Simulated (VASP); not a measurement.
These are PBE GGA + U (Dudarev), VASP's PBE PAW potentials (set 64) (plane waves; VASP) values and carry that method's errors.

A VASP calculation is set up with these files.

**INCAR**
```
ALGO = Normal
EDIFF = 1E-6
ENCUT = 520
GGA = PE
ISIF = 2
ISMEAR = 0
LASPH = T
LCHARG = F
LDAU = T
LDAUJ = 0 0
LDAUL = 2 -1
LDAUPRINT = 1
LDAUTYPE = 2
LDAUU = 1.0 0
LMAXMIX = 4
LORBIT = 10
LREAL = F
LWAVE = F
NELM = 100
PREC = Accurate
SIGMA = 0.05
SYSTEM = ZnO
```

**KPOINTS**
```
kpoints
0
G
  7 7 4
```

**POSCAR**
```
ZnO
1
    1.6575000000    -2.8708750000     0.0000000000
    1.6575000000     2.8708750000     0.0000000000
    0.0000000000     0.0000000000     5.3142000000
Zn O
2 2
Direct
  0.6666670000   0.3333330000   0.5000000000
  0.3333330000   0.6666670000   0.0000000000
  0.6666670000   0.3333330000   0.8820000000
  0.3333330000   0.6666670000   0.3820000000
```

POTCAR, in this order: Zn O (PBE.64 set). Program: vasp_std.

Problem. What will the output report for the number of irreducible k-points (NKPTS), number of bands (NBANDS), largest plane-wave count, number of space-group operations, FFT grid (NGX, NGY, NGZ)?

Solution. 
```yaml
number of irreducible k-points (NKPTS): 24
number of bands (NBANDS): 22
largest_plane_wave_count: 1387
number_of_space_group_operations: 12
FFT grid (NGX, NGY, NGZ): 28 × 28 × 40
```

The compound is ZnO in the wurtzite structure. The cell was not relaxed at this level. The run is one of a series of settings (LDAU = .TRUE., LDAUJ = 0 0, LDAUL = 2 -1, LDAUTYPE = 2, LDAUU = 1.0 0 against the base run), some of them coarse on purpose.
